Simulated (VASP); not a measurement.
# BiBrF3 (Pm-3m) in VASP: notebook

The runs below take BiBrF3 through single point, relaxation of cell and atoms, with PBE.

Program: VASP 6.6.1. These are calculated values, not measurements. Logs are shortened: lines on timing, memory, paths and dates and some standing lists are left out, and cuts for length are marked.

## (1) The cell of the first run

It takes space group Pm-3m (No. 221, cubic). The conventional cell has a = 4.614 Å, b = 4.614 Å, c = 4.614 Å, α = 90.00°, β = 90.00°, γ = 90.00°. Bi (site symmetry m-3m) has 12 F at 3.26 Å as nearest neighbours. Br (site symmetry m-3m) is surrounded by 6 F at 2.31 Å. F (site symmetry 4/mmm) is surrounded by 2 Br at 2.31 Å.

The cell was built by a generator and needn't be a form met in nature.

## (2) Single point, PBE (species swapped into the La3AlN type (Pm-3m, No. 221))

INCAR reads:

```
SYSTEM = BiBrF3
PREC     = Accurate       ! precision mode
ENCUT    = 520            ! plane-wave cutoff, eV
EDIFF    = 1E-6           ! SCF threshold, eV
ISMEAR   = 0              ! smearing method
SIGMA    = 0.1            ! smearing width, eV
LREAL    = .False.        ! projectors in reciprocal space
LASPH    = .True.         ! aspherical terms in the spheres
NELM     = 100            ! most SCF steps
ALGO     = Normal         ! electronic algorithm
ISIF     = 2              ! what is computed and relaxed
LWAVE    = .False.        ! write WAVECAR
LCHARG   = .False.        ! write CHGCAR
GGA      = PE             ! functional
NBANDS   = 30             ! bands
```

KPOINTS reads:

```
Automatic mesh
0
Gamma
  8 8 8
  0 0 0
```

POSCAR reads:

```
BiBrF3
1.0
    4.6141323996      0.0000000000      0.0000000000
    0.0000000000      4.6141323996      0.0000000000
    0.0000000000      0.0000000000      4.6141323996
Bi Br F
1 1 3
Direct
    0.0000000000      0.0000000000      0.0000000000
    0.5000000000      0.5000000000      0.5000000000
    0.5000000000      0.5000000000      0.0000000000
    0.0000000000      0.5000000000      0.5000000000
    0.5000000000      0.0000000000      0.5000000000
```

Potentials or basis: VASP PAW PBE potentials, release 64 (Bi_d, Br, F).

Command:

```console
$ cat potpaw_PBE.64/Bi_d/POTCAR potpaw_PBE.64/Br/POTCAR potpaw_PBE.64/F/POTCAR > POTCAR
$ mpirun -np 1 vasp_std > vasp.out
```

OUTCAR:

```text
SYSTEM = BiBrF3
   PREC = Accurate
   ENCUT = 520
   EDIFF = 1E-6
   ISMEAR = 0
   LREAL = .False.
   LASPH = .True.
   NELM = 100
   ISIF = 2
   GGA = PE

 ion  position               nearest neighbor table
   1  0.000  0.000  0.000-
   2  0.500  0.500  0.500-   3 2.31   4 2.31   5 2.31   3 2.31   5 2.31   4 2.31
   3  0.500  0.500  0.000-   2 2.31   2 2.31
   4  0.000  0.500  0.500-   2 2.31   2 2.31
   5  0.500  0.000  0.500-   2 2.31   2 2.31

  LATTYP: Found a simple cubic cell.
 ALAT       =     4.6141323996

  Lattice vectors:

 A1 = (   4.6141323996,   0.0000000000,   0.0000000000)
 A2 = (   0.0000000000,   4.6141323996,   0.0000000000)
 A3 = (   0.0000000000,   0.0000000000,   4.6141323996)

Analysis of symmetry for initial positions (statically):
=====================================================================
 Subroutine PRICEL returns:
 Original cell was already a primitive cell.

 Routine SETGRP: Setting up the symmetry group for a
 simple cubic supercell.

 Subroutine GETGRP returns: Found 48 space group operations
 (whereof 48 operations were pure point group operations)
 out of a pool of 48 trial point group operations.

The static configuration has the point symmetry O_h .

Analysis of symmetry for dynamics (positions and initial velocities):
=====================================================================
 Subroutine PRICEL returns:
 Original cell was already a primitive cell.

 Routine SETGRP: Setting up the symmetry group for a
 simple cubic supercell.

 Subroutine GETGRP returns: Found 48 space group operations
 (whereof 48 operations were pure point group operations)
 out of a pool of 48 trial point group operations.

The dynamic configuration has the point symmetry O_h .

 Subroutine INISYM returns: Found 48 space group operations
 (whereof 48 operations are pure point group operations),
 and found     1 'primitive' translations

----------------------------------------------------------------------------------------

                                     Primitive cell

  volume of cell :      98.2359

  direct lattice vectors                    reciprocal lattice vectors
     4.614132400  0.000000000  0.000000000     0.216725467  0.000000000  0.000000000
     0.000000000  4.614132400  0.000000000     0.000000000  0.216725467  0.000000000
     0.000000000  0.000000000  4.614132400     0.000000000  0.000000000  0.216725467

  length of vectors
     4.614132400  4.614132400  4.614132400     0.216725467  0.216725467  0.216725467

  position of ions in fractional coordinates (direct lattice)
     0.000000000  0.000000000  0.000000000
     0.500000000  0.500000000  0.500000000
     0.500000000  0.500000000  0.000000000
     0.000000000  0.500000000  0.500000000
     0.500000000  0.000000000  0.500000000

  ion indices of the primitive-cell ions
   primitive index   ion index
                 1           1
                 2           2
                 3           3
                 4           4
                 5           5

----------------------------------------------------------------------------------------

 KPOINTS: Automatic mesh

Automatic generation of k-mesh.
 Grid dimensions read from file:
 generate k-points for:    8    8    8

 Generating k-lattice:

  Cartesian coordinates                     Fractional coordinates (reciprocal lattice)
     0.027090683  0.000000000  0.000000000     0.125000000  0.000000000  0.000000000
     0.000000000  0.027090683  0.000000000     0.000000000  0.125000000  0.000000000
     0.000000000  0.000000000  0.027090683     0.000000000  0.000000000  0.125000000

  Length of vectors
     0.027090683  0.027090683  0.027090683

  Shift w.r.t. Gamma in fractional coordinates (k-lattice)
     0.000000000  0.000000000  0.000000000

 Subroutine IBZKPT returns following result:
 ===========================================

 Found     35 irreducible k-points:

 Following reciprocal coordinates:
            Coordinates               Weight
  0.000000  0.000000  0.000000      1.000000
  0.125000  0.000000  0.000000      6.000000
  0.250000  0.000000  0.000000      6.000000
  0.375000  0.000000  0.000000      6.000000
  0.500000  0.000000  0.000000      3.000000
  0.125000  0.125000  0.000000     12.000000
[... 16 lines left out ...]
  0.375000  0.375000  0.125000     24.000000
  0.500000  0.375000  0.125000     24.000000
 [... further k-points ...]
   k-points           NKPTS =     35   k-points in BZ     NKDIM =     35   number of bands    NBANDS=     30
   number of dos      NEDOS =    301   number of ions     NIONS =      5
   total plane-waves  NPLWV =  46656
   dimension x,y,z NGX =    36 NGY =   36 NGZ =   36
   dimension x,y,z NGXF=    72 NGYF=   72 NGZF=   72
   ions per type =               1   1   3
   NGX,Y,Z   is equivalent  to a cutoff of  12.97, 12.97, 12.97 a.u.
   NGXF,Y,Z  is equivalent  to a cutoff of  25.94, 25.94, 25.94 a.u.
 SYSTEM =  BiBrF3
   PREC   = accura    normal or accurate (medium, high low for compatibility)
   ISTART =      0    job   : 0-new  1-cont  2-samecut
   ICHARG =      2    charge: 1-file 2-atom 10-const
   ISPIN  =      1    spin polarized calculation?
   LNONCOLLINEAR =      F non collinear calculations
   LSORBIT =      F    spin-orbit coupling
   LASPH  =      T    aspherical Exc in radial PAW
   ENCUT  =  520.0 eV  38.22 Ry    6.18 a.u.   8.58  8.58  8.58*2*pi/ulx,y,z
   NELM   =    100;   NELMIN=  2; NELMDL= -5     # of ELM steps
   EDIFF  = 0.1E-05   stopping-criterion for ELM
   LREAL  =      F    real-space projection
   EDIFFG = 0.1E-04   stopping-criterion for IOM
   NSW    =      0    number of steps for IOM
   IBRION =     -1    ionic relax: 0-MD 1-quasi-New 2-CG
   NFREE  =      0    steps in history (QN), initial steepest desc. (CG)
   ISIF   =      2    stress and relaxation
   ISYM   =      2    0-nonsym 1-usesym 2-fastsym
   POTIM  = 0.5000    time-step for ionic-motion
   TEBEG  =    0.0;   TEEND  =   0.0 temperature during run
   PSTRESS=    0.0 pullay stress
   NELECT =      43.0000    total number of electrons
   NUPDOWN=      -1.0000    fix difference up-down
   EMIN   =  10.00;   EMAX   =-10.00  energy-range for DOS
   EFERMI =   0.00;   METHOD = LEGACY
   ISMEAR =     0;   SIGMA  =   0.10  broadening in eV -4-tet -1-fermi 0-gaus
   EFERMI_NEDOS =   21; number of points for ismear=-14 and -15
   IALGO  =     38    algorithm
   IMIX   =      4    mixing-type and parameters
     AMIX     =   0.40;   BMIX     =  1.00
     AMIX_MAG =   1.60;   BMIX_MAG =  1.00
  volume/ion in A,a.u.               =      19.65       132.59
  Fermi-wavevector in a.u.,A,eV,Ry     =   1.243009  2.348946 21.021971  1.545071
  Thomas-Fermi vector in A             =   2.377339
   LORBIT       =      0    0 simple, 1 ext, 2 COOP (PROOUT), +10 PAW based schemes
   GGA     = PE    functional components
   LHFCALC =     F    Hartree Fock is set to
   AEXX    =    0.0000 exact exchange contribution
   IVDW    =     0    specifies the selected vdW correction
   LEPSILON=     F    determine dielectric tensor
   LRPA    =     F    only Hartree local field effects (RPA)
 non-spin polarized calculation
 Gauss-broadening in eV      SIGMA  =   0.10
  energy-cutoff  :      520.00
  volume of cell :       98.24
 maximum number of plane-waves:      2680
 NGX is ok and might be reduce to    36
   NGX = 17   NGY = 17   NGZ = 17

 number of electron      43.0000034 magnetization

 Free energy of the ion-electron system (eV)
  ---------------------------------------------------
  ext. energy  EPLUGINS =         0.00000000
  ---------------------------------------------------
  free energy    TOTEN  =       -12.67089532 eV

  energy without entropy =      -12.64481480  energy(sigma->0) =      -12.65785506

 E-fermi :   3.0505     XC(G=0):  -9.1915

 val. band max:        3.0502956878   @ k =   0.3750   0.2500   0.0000
 cond. band min:       3.0590231635   @ k =   0.5000   0.5000   0.1250
 fundamental gap:      0.0087274758
 Fermi energy:         3.0505147272

 k-point     1 :       0.0000    0.0000    0.0000
  band No.  band energies     occupation
      1     -21.2410      2.00000
      2     -21.2410      2.00000
      3     -21.2292      2.00000
      4     -21.2292      2.00000
      5     -21.2292      2.00000
      6     -20.0531      2.00000
[... 22 lines left out ...]
     29      11.8811      0.00000
     30      11.8811      0.00000

 k-point     2 :       0.1250    0.0000    0.0000
  band No.  band energies     occupation
      1     -21.2406      2.00000
      2     -21.2402      2.00000
      3     -21.2294      2.00000
      4     -21.2294      2.00000
      5     -21.2292      2.00000
      6     -20.0359      2.00000
[... 22 lines left out ...]
     29      11.9628      0.00000
     30      12.0667      0.00000

 k-point     3 :       0.2500    0.0000    0.0000
  band No.  band energies     occupation
      1     -21.2397      2.00000
      2     -21.2382      2.00000
      3     -21.2299      2.00000
      4     -21.2299      2.00000
      5     -21.2292      2.00000
      6     -19.9896      2.00000
[... 22 lines left out ...]
     29      12.1974      0.00000
     30      12.5563      0.00000

 k-point     4 :       0.3750    0.0000    0.0000
  band No.  band energies     occupation
      1     -21.2388      2.00000
      2     -21.2361      2.00000
      3     -21.2304      2.00000
      4     -21.2304      2.00000
      5     -21.2291      2.00000
      6     -19.9307      2.00000
[... 616 lines left out ...]
     29      12.5039      0.00000
     30      12.5590      0.00000

 k-point    23 :       0.3750    0.3750    0.1250
  band No.  band energies     occupation
      1     -21.2362      2.00000
      2     -21.2354      2.00000
      3     -21.2325      2.00000
      4     -21.2312      2.00000
      5     -21.2310      2.00000
      6     -19.8031      2.00000
[... 22 lines left out ...]
     29      12.3191      0.00000
     30      13.5823      0.00000

 k-point    24 :       0.5000    0.3750    0.1250
  band No.  band energies     occupation
      1     -21.2369      2.00000
      2     -21.2353      2.00000
      3     -21.2318      2.00000
      4     -21.2315      2.00000
      5     -21.2310      2.00000
      6     -19.7687      2.00000
[... 22 lines left out ...]
     29      12.0881      0.00000
     30      13.6629      0.00000

 [... further k-points ...]

------------------------ aborting loop because EDIFF is reached ----------------------------------------

  FORCE on cell =-STRESS in cart. coord.  units (eV):
  Direction    XX          YY          ZZ          XY          YZ          ZX
  --------------------------------------------------------------------------------------
  -------------------------------------------------------------------------------------
  Total       -0.1438314     -0.1438314     -0.1438314      0.0000000      0.0000000      0.0000000
  in kB       -2.3458167     -2.3458167     -2.3458167      0.0000000      0.0000000      0.0000000
  external PRESSURE =      -2.3458167 kB  Pullay stress =       0.0000000 kB

 VOLUME and BASIS-vectors are now :
 -----------------------------------------------------------------------------
  energy-cutoff  :      520.00
  volume of cell :       98.24
      direct lattice vectors                 reciprocal lattice vectors
     4.614132400  0.000000000  0.000000000     0.216725467  0.000000000  0.000000000
     0.000000000  4.614132400  0.000000000     0.000000000  0.216725467  0.000000000
     0.000000000  0.000000000  4.614132400     0.000000000  0.000000000  0.216725467

 POSITION                                       TOTAL-FORCE (eV/Angst)
 -----------------------------------------------------------------------------------
      0.00000      0.00000      0.00000         0.000000      0.000000      0.000000
      2.30707      2.30707      2.30707         0.000000      0.000000      0.000000
      2.30707      2.30707      0.00000         0.000000      0.000000      0.000000
      0.00000      2.30707      2.30707         0.000000      0.000000      0.000000
      2.30707      0.00000      2.30707         0.000000      0.000000      0.000000
 -----------------------------------------------------------------------------------
    total drift:                                0.000000      0.000000      0.000000

  FREE ENERGIE OF THE ION-ELECTRON SYSTEM (eV)
  ---------------------------------------------------
  free  energy   TOTEN  =       -12.6708953160 eV

  energy  without entropy=      -12.6448148011  energy(sigma->0) =      -12.65785506
```

Wall time 31 s (1 thread of Intel Xeon 6975P-C (Granite Rapids), shared host); peak memory 0.26 GiB.

What came out:

| Property | Result |
| --- | --- |
| Free energy | -12.6709 eV |
| Pressure | -0.2 GPa |
| Band gap on the k mesh | none (metal or under the smearing width) |

Caveat: spin-orbit coupling is left out, which moves the levels of the heavy elements; an odd number of electrons without spin polarisation forces a metal; a magnetic or distorted state may lie lower.

[end of part 1 of 3]
